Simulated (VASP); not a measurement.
Given:

```yaml
crystal:
  lattice:
    - [0.00000, 1.78834, 1.78834]
    - [1.82411, 0.00000, 1.78834]
    - [1.82411, 1.78834, 0.00000]
  atoms:
    - { symbol: Cu, position: [0.00000, 0.00000, 0.00000] }
```

The numbers are results of r2SCAN meta-GGA, VASP's PBE PAW potentials (set 64) (plane waves; VASP), not measurements. Numerical set-up: 480 eV cut-off, 16×16×16 Γ-centred mesh, first-order Methfessel-Paxton smearing of 0.10 eV, potentials Cu.

### Question
Give the stress tensor in GPa (positive for a compressed cell).

### Answer

```
-3.26   0.00   0.00
 0.00  -2.27   0.00
 0.00   0.00  -2.27
```
The pressure is its mean diagonal, -2.60 GPa.

The compound is Cu in the fcc structure. This cell was strained or had an atom moved on purpose.
